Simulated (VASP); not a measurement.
These are PBEsol GGA, VASP's PBE PAW potentials (set 64) (plane waves; VASP) values and carry that method's errors.

The input files of a VASP run:

**INCAR**
```
ALGO = Normal   # blocked Davidson
ENCUT = 400
NELM = 100
ISMEAR = 1
LVHAR = .True.
EDIFF = 1E-6   # SCF stop (eV)
LASPH = .True.
SYSTEM = Cu(100) slab
LCHARG = .False.
NELMIN = 4
IDIPOL = 3
PREC = Normal
LMAXMIX = 4
DIPOL = 0.5 0.5 0.5
LWAVE = .False.
LORBIT = 11   # lm-projected
LDIPOL = .True.
GGA = PS   # PBEsol
SIGMA = 0.1   # width (eV)
LREAL = .False.
```

POSCAR:
```
Cu(100) slab
2.5227570
  0.9999998375   0.0000000000   0.0000000000
  0.0000000000   0.9999998375   0.0000000000
  0.0000000000   0.0000000000  10.1188745846
Cu
6
direct
  0.5000000000   0.0000000000   0.3263081629
  0.0000000000   0.5000000000   0.3943558977
  0.5000000000   0.0000000000   0.4647754774
  1.0000000000   0.5000000000   0.5352245226
  0.5000000000   0.0000000000   0.6056441023
  0.0000000000   0.5000000000   0.6736918371
```

### KPOINTS
```
Automatic mesh
0
Gamma
11 11 1
0 0 0
```

POTCAR, in this order: Cu (PBE.64 set). Program: vasp_std. Read from the step before: WAVECAR.

Output of the run:

OSZICAR:
```
       N       E                     dE             d eps       ncg     rms          rms(c)
DAV:   1    -0.244610449470E+02   -0.24461E+02   -0.10912E-03  2265   0.172E+00    0.860E-02
DAV:   2    -0.244612861075E+02   -0.24116E-03   -0.46930E-03  2057   0.394E+00    0.146E-01
DAV:   3    -0.244607451977E+02    0.54091E-03   -0.15726E-03  1895   0.235E+00    0.111E-02
DAV:   4    -0.244607531563E+02   -0.79586E-05   -0.96436E-05  2667   0.220E-01    0.651E-03
DAV:   5    -0.244607528518E+02    0.30446E-06   -0.75706E-06  1738   0.986E-02
   1 F= -.24460753E+02 E0= -.24460820E+02  d E =0.200165E-03
```

File OUTCAR:
```
------------------------ aborting loop because EDIFF is reached ----------------------------------------
  FORCE on cell =-STRESS in cart. coord.  units (eV):
  Direction    XX          YY          ZZ          XY          YZ          ZX
  --------------------------------------------------------------------------------------
  Total       -1.9392137     -1.9392137     -0.7183701      0.0000000      0.0000000      0.0000000
  in kB      -19.1239641    -19.1239641     -7.0843576      0.0000000      0.0000000      0.0000000
  external PRESSURE =     -15.1107620 kB  Pullay stress =       0.0000000 kB
  volume of cell :      162.46
      direct lattice vectors                 reciprocal lattice vectors
     2.522756590  0.000000000  0.000000000     0.396391790  0.000000000  0.000000000
     0.000000000  2.522756590  0.000000000     0.000000000  0.396391790  0.000000000
     0.000000000  0.000000000 25.527461690     0.000000000  0.000000000  0.039173499
 POSITION                                       TOTAL-FORCE (eV/Angst)
 -----------------------------------------------------------------------------------
      1.26138      0.00000      8.32982         0.000000      0.000000      0.019513
      0.00000      1.26138     10.06691        -0.000000      0.000000      0.023178
      1.26138      0.00000     11.86454        -0.000000      0.000000     -0.013137
      0.00000      1.26138     13.66292         0.000000      0.000000      0.013137
      1.26138      0.00000     15.46056         0.000000      0.000000     -0.023178
      0.00000      1.26138     17.19764        -0.000000      0.000000     -0.019513
 -----------------------------------------------------------------------------------
    total drift:                                0.000000      0.000000      0.000000
  FREE ENERGIE OF THE ION-ELECTRON SYSTEM (eV)
  ---------------------------------------------------
  free  energy   TOTEN  =       -24.4607528518 eV

  energy  without entropy=      -24.4609530169  energy(sigma->0) =      -24.46081957

 total charge

# of ion       s       p       d       tot
------------------------------------------
    1        0.458   0.291   9.204   9.953
    2        0.463   0.417   9.174  10.054
    3        0.460   0.411   9.168  10.039
    4        0.460   0.411   9.168  10.039
    5        0.463   0.417   9.174  10.054
    6        0.458   0.291   9.204   9.953
--------------------------------------------------
tot          2.762   2.237  55.092  60.091
```
(Selected blocks of OUTCAR.)

OUTCAR:
```
 val. band max:        0.5083091013   @ k =   0.3636   0.0909   0.0000

 cond. band min:       0.5903240014   @ k =   0.1818   0.0909   0.0000


 Fermi energy:         0.5668410147

 k-point     1 :       0.0000    0.0000    0.0000
  band No.  band energies     occupation
      1      -8.7082      2.00000
      2      -7.8842      2.00000
      3      -6.5482      2.00000
      4      -5.0942      2.00000
      5      -4.3555      2.00000
      6      -4.3419      2.00000
      7      -3.8608      2.00000
      8      -3.6353      2.00000
      9      -3.2623      2.00000
     10      -2.8483      2.00000
     11      -2.5243      2.00000
     12      -2.4440      2.00000
     13      -2.3770      2.00000
     14      -2.3770      2.00000
     15      -2.1425      2.00000
     16      -2.1425      2.00000
     17      -1.9323      2.00000
     18      -1.8889      2.00000
     19      -1.7605      2.00000
     20      -1.7605      2.00000
     21      -1.5791      2.00000
     22      -1.5622      2.00000
     23      -1.5385      2.00000
     24      -1.4370      2.00000
     25      -1.3100      2.00000
     26      -1.3100      2.00000
     27      -1.2699      2.00000
     28      -1.0952      2.00000
     29      -0.9291      2.00000
     30      -0.9291      2.00000
     31      -0.8815      2.00000
     32      -0.8147      2.00000
     33      -0.8147      2.00000
     34      -0.8142      2.00000
     35      -0.8107      2.00000
     36       0.8472     -0.00054
     37       1.8847     -0.00000
     38       5.1264      0.00000
     39       5.2689      0.00000

 k-point     2 :       0.0909    0.0000    0.0000
  band No.  band energies     occupation
      1      -8.5044      2.00000
      2      -7.6881      2.00000
      3      -6.3682      2.00000
      4      -4.9420      2.00000
      5      -4.2361      2.00000
      6      -4.2309      2.00000
      7      -3.8052      2.00000
      8      -3.5877      2.00000
      9      -3.2289      2.00000
...
```

The cell is a thin slab with vacuum, built from Cu (fcc): (100) face.
